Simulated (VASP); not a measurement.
Runs of VASP 6.6.1 on SiGeH6. The cell holds a molecule in a box, 8 atoms: a = 13.000 Å, b = 13.000 Å, c = 14.000 Å, α = 90.00°, β = 90.00°, γ = 90.00°. 

| task | level | grid for exact exchange (PRECFOCK) | screening parameter | further INCAR settings | gap on the mesh (eV) | largest force (eV/Å) |
| --- | --- | --- | --- | --- | --- | --- |
| single point | HSE06 | Fast | 0.2 1/A | ALGO = Normal; EDIFF = 1e-07 | 7.24 | 0.18 |
| atomic charges | PBE+TS | - | - | ALGO = Normal; EDIFF = 1e-06 | 6.22 | (a) |
| single point | SCAN+D3(BJ) | - | - | ALGO = Normal; EDIFF = 1e-06 | (b) | 0.27 |
| electron localisation function | PBE | - | - | ALGO = Fast; EDIFF = 1e-06 | 6.22 | 0.12 |

Alike in all rows: potentials or basis VASP PAW PBE potentials, release 64 (Si, Ge_d, H); no spin polarisation; cell as given; k mesh 1 × 1 × 1; cutoff (eV) 520; smearing gaussian 0.01 eV.

Problem. Fill in the values left out.

Solution. (a) 0.13; (b) 6.98.

Caveats: the PAW data sets were made with another functional, which shifts forces and pressure a little (some runs).

A k mesh can miss the band edges, and the runs leave out spin-orbit coupling on Ge.

Not every run made on this cell is shown here.
